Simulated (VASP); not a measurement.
Energy against volume of InSb (zinc blende). Level of theory: optB88-vdW, VASP's PBE PAW potentials (set 64) (plane waves; VASP). Run with 520 eV cut-off, 10×10×10 Γ-centred mesh, first-order Methfessel-Paxton smearing of 0.10 eV, potentials In_d Sb.

| V (Å³/atom) | E (eV/atom) |
|---|---|
| 34.009 | -0.82608 |
| 35.095 | -0.83977 |
| 36.180 | -0.84421 |
| 37.265 | -0.84090 |

Q: Fit these four points and predict the energy of the run at 38.351 Å³/atom.

A: A cubic in V^(−2/3), the third-order Birch-Murnaghan form, passes through the four points with V0 = 36.23 Å³/atom and B0 = 38 GPa, and gives -0.8311 eV/atom there. The run gave -0.8311 eV/atom, -0.0 meV/atom from the fit; all five points give B0 = 38 GPa.

The compound is InSb in the zinc blende structure. It was relaxed first, which changed the volume by +7 %.
